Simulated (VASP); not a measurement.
All values below come from r2SCAN meta-GGA, VASP's PBE PAW potentials (set 64) (plane waves; VASP).

VASP input:

### INCAR
```
SYSTEM = Sb
PREC = Accurate
ENCUT = 480
EDIFF = 1E-7
NELM = 100
ALGO = Normal
LREAL = .FALSE.
LASPH = .TRUE.
ISMEAR = 0
SIGMA = 0.05
METAGGA = R2SCAN
LMIXTAU = .TRUE.
LMAXMIX = 4
LWAVE = .FALSE.
LCHARG = .FALSE.
ISIF = 2
```

KPOINTS:
```
Automatic mesh
0
gamma
 8 8 8
0 0 0
```

### POSCAR
```
Sb
1
    4.0362718445    -2.1770597155     0.0127246453
    4.0362718445     2.1770597155     0.0127246453
    2.8507370433    -0.0000000000     3.5922886675
Sb
2
Direct
  0.2317882386   0.2317882386   0.2317882386
  0.7337616269   0.8026618959   0.7682117614
```

POTCAR, in this order: Sb (PBE.64 set). Program: vasp_std.

Output of the run:

OSZICAR:
```
       N       E                     dE             d eps       ncg     rms          rms(c)
DAV:   1    -0.644050108714E+01   -0.64405E+01   -0.36397E+03  4680   0.849E+02
DAV:   2    -0.510606823404E+02   -0.44620E+02   -0.43551E+02  6564   0.125E+02
DAV:   3    -0.526173138332E+02   -0.15566E+01   -0.15458E+01  5681   0.290E+01
DAV:   4    -0.526298023324E+02   -0.12488E-01   -0.12484E-01  5731   0.300E+00
DAV:   5    -0.526299014787E+02   -0.99146E-04   -0.99145E-04  5466   0.274E-01    0.254E+00
DAV:   6    -0.513335901312E+02    0.12963E+01   -0.22716E-01  4712   0.398E+00    0.186E+00
DAV:   7    -0.513921457884E+02   -0.58556E-01   -0.48447E-02  4710   0.298E+00    0.770E-01
DAV:   8    -0.513397120504E+02    0.52434E-01   -0.80596E-02  4695   0.306E+00    0.220E-01
DAV:   9    -0.513645740262E+02   -0.24862E-01   -0.10413E-02  4726   0.101E+00    0.102E-01
DAV:  10    -0.513649633803E+02   -0.38935E-03   -0.22508E-04  5316   0.145E-01    0.570E-02
DAV:  11    -0.513671535377E+02   -0.21902E-02   -0.45650E-03  4746   0.674E-01    0.164E-02
DAV:  12    -0.513677186103E+02   -0.56507E-03   -0.25062E-04  4759   0.158E-01    0.186E-02
DAV:  13    -0.513677219994E+02   -0.33892E-05   -0.23117E-06  6146   0.146E-02    0.184E-02
DAV:  14    -0.513677343860E+02   -0.12387E-04   -0.74909E-07  4804   0.809E-03    0.162E-02
DAV:  15    -0.513677949170E+02   -0.60531E-04   -0.83922E-05  4793   0.827E-02    0.242E-03
DAV:  16    -0.513677947883E+02    0.12877E-06   -0.16434E-06  5158   0.104E-02    0.303E-03
DAV:  17    -0.513677948867E+02   -0.98436E-07   -0.29201E-07  4733   0.563E-03
   1 F= -.51367795E+02 E0= -.51367586E+02  d E =-.417691E-03
```

**OUTCAR**
```
------------------------ aborting loop because EDIFF is reached ----------------------------------------
  FORCE on cell =-STRESS in cart. coord.  units (eV):
  Direction    XX          YY          ZZ          XY          YZ          ZX
  --------------------------------------------------------------------------------------
  Total       -0.0152714      0.3574182      0.0514195      0.6441417      0.4943478      0.0925497
  in kB       -0.3885313      9.0933331      1.3082001     16.3880739     12.5770577      2.3546242
  external PRESSURE =       3.3376673 kB  Pullay stress =       0.0000000 kB
  volume of cell :       62.97
      direct lattice vectors                 reciprocal lattice vectors
     4.036271844 -2.177059715  0.012724645     0.124187382 -0.229667563 -0.098551537
     4.036271844  2.177059715  0.012724645     0.124187382  0.229667563 -0.098551537
     2.850737043  0.000000000  3.592288668    -0.000879796  0.000000000  0.279072246
 POSITION                                       TOTAL-FORCE (eV/Angst)
 -----------------------------------------------------------------------------------
      2.53189      0.00000      0.83855         0.136451      0.400964      0.140995
      8.39139      0.15000      2.77919        -0.136451     -0.400964     -0.140995
 -----------------------------------------------------------------------------------
    total drift:                               -0.000000     -0.000000      0.000000
  FREE ENERGIE OF THE ION-ELECTRON SYSTEM (eV)
  ---------------------------------------------------
  free  energy   TOTEN  =       -51.3677948867 eV

  energy  without entropy=      -51.3673771954  energy(sigma->0) =      -51.36758604
```
(Selected blocks of OUTCAR.)

The compound is Sb in the a7 structure. This cell was strained or had an atom moved on purpose.
